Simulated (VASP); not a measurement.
A VASP calculation is set up with these files.

### KPOINTS
```
Automatic mesh
0
Gamma
9 9 9
0 0 0
```

**POSCAR**
```
CaS
1.0
  0.0000000000   2.8410870486   2.8410870486
  2.8410870486   0.0000000000   2.8410870486
  2.8410870486   2.8410870486   0.0000000000
Ca S
1 1
Cartesian
  0.0000000000   0.0000000000   0.0000000000
  2.8410870486   2.8410870486   2.8410870486
```

**INCAR**
```
! general
SYSTEM   = CaS
PREC     = Accurate
ENCUT    = 520
LREAL    = .False.
LASPH    = .True.

! electronic loop
EDIFF    = 1E-7
NELM     = 100
ALGO     = Normal

! smearing
ISMEAR   = -5

! functional
GGA      = BO
LUSE_VDW = .True.
AGGAC    = 0.0
PARAM1   = 0.1833333333
PARAM2   = 0.22

! ions
ISIF     = 2

! output
LWAVE    = .False.
LCHARG   = .True.
LORBIT   = 11
NEDOS    = 601
```

POTCAR, in this order: Ca_sv S (PBE.64 set). Program: vasp_std.

Problem. Write an equivalent input for Quantum ESPRESSO's pw.x.

Solution. One equivalent input (not run):
```
&CONTROL
  calculation = 'scf'
  pseudo_dir = './pseudo'
  outdir = './out'
  tprnfor = .true.
  tstress = .true.
/
&SYSTEM
  ibrav = 0
  nat = 2
  ntyp = 2
  ecutwfc = 68
  occupations = 'tetrahedra'
  input_dft = 'vdw-df-obk8'
/
&ELECTRONS
  conv_thr = 7.3e-09
  electron_maxstep = 100
/
ATOMIC_SPECIES
  Ca 40.078 Ca.upf
  S 32.060 S.upf
CELL_PARAMETERS angstrom
     0.0000000    2.8410870    2.8410870
     2.8410870    0.0000000    2.8410870
     2.8410870    2.8410870    0.0000000
ATOMIC_POSITIONS crystal
  Ca   0.0000000  0.0000000  0.0000000
  S    0.5000000  0.5000000  0.5000000
K_POINTS automatic
  9 9 9 0 0 0
```
The two are equivalent in intent, not identical: the potentials are each code's own (VASP's PAW set, PseudoDojo norm-conserving files in pw.x), so ENCUT and ecutwfc are chosen apart and not converted; conv_thr bounds pw.x's estimated SCF error, while EDIFF bounds the energy change between steps.

The compound is CaS in the rock salt structure. It was relaxed first.
